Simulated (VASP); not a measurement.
**BrCIH2: atomic charges with PBE+TS**

The system is BrCIH2, in a box.

```
Br C I H
1.0
    13.00000    0.00000    0.00000
     0.00000   11.00000    0.00000
     0.00000    0.00000   12.00000
Br C I H
1 1 1 2
Direct
  0.37669 0.47731 0.53087
  0.51786 0.49302 0.48617
  0.62531 0.41475 0.59882
  0.53558 0.58907 0.48019
  0.52708 0.44716 0.40685
```

```
Program                : VASP 6.6.1
Task                   : atomic charges
Functional             : PBE
Dispersion             : TS
Potentials or basis    : VASP PAW PBE potentials, release 64 (Br, C, I, H)
Cutoff                 : 520 eV
k mesh                 : 1 × 1 × 1
Occupations            : gaussian, width 0.01 eV
Spin                   : no spin polarisation
Further INCAR settings : ALGO = Normal; EDIFF = 1e-06
```

```
Largest force                                         : 0.427 eV/Å
Gap between the frontier levels                       : 3.99 eV
Valence electrons inside the program's atomic spheres : Br 4.87; C 2.46; I 4.30; H 0.70
Hirshfeld charges                                     : Br -0.03; C -0.08; I +0.00; H +0.05 e
Dispersion energy per atom                            : -0.002 eV
```

Forces on the atoms (eV/Å):
```
Br  -0.419 -0.017  0.083
C    0.069  0.041 -0.085
I    0.277 -0.142  0.216
H    0.048  0.229 -0.012
H    0.024 -0.111 -0.203
```

Levels at points of the mesh, in eV from the valence-band top:
| k point | band 6 | band 7 | band 8 | band 9 | band 10 | band 11 | band 12 | band 13 | band 14 |
| --- | --- | --- | --- | --- | --- | --- | --- | --- | --- |
| (0.00, 0.00, 0.00) | -3.40 | -0.68 | -0.63 | -0.03 | 0.00 | 3.99 | 5.31 | 5.68 | 6.77 |

Wall time 2.2 min on 1 thread of Intel(R) Xeon(R) Platinum 8488C (Sapphire Rapids), on a shared host, peak memory 1.3 GiB.

Caveat: spin-orbit coupling is left out, which moves the levels of the heavy elements.
